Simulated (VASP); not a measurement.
Consider the following.

```
Nb
1.0
    2.68251     0.00000     0.00000
    0.00000     2.68251     0.00000
    0.00000     0.00000     2.68251
Nb
1
Cartesian
  0.00000   0.00000   0.00000
```

All values below come from PBEsol GGA, VASP's PBE PAW potentials (set 64) (plane waves; VASP 6.6.1). Run with 400 eV cut-off, Gaussian smearing of 0.050 eV, potentials Nb_sv.

Problem. What does the run give for the band gap (along the path) with the smallest direct gap where there is one?

Solution. 
```yaml
band gap (along the path): none (metal, semimetal or under 0.01 eV)
```

The absolute energy has meaning only against runs of the same code, potentials and settings.

The structure was generated: Nb was put into the simple-cubic type (Pm-3m), which need not be its known phase. It was relaxed first.
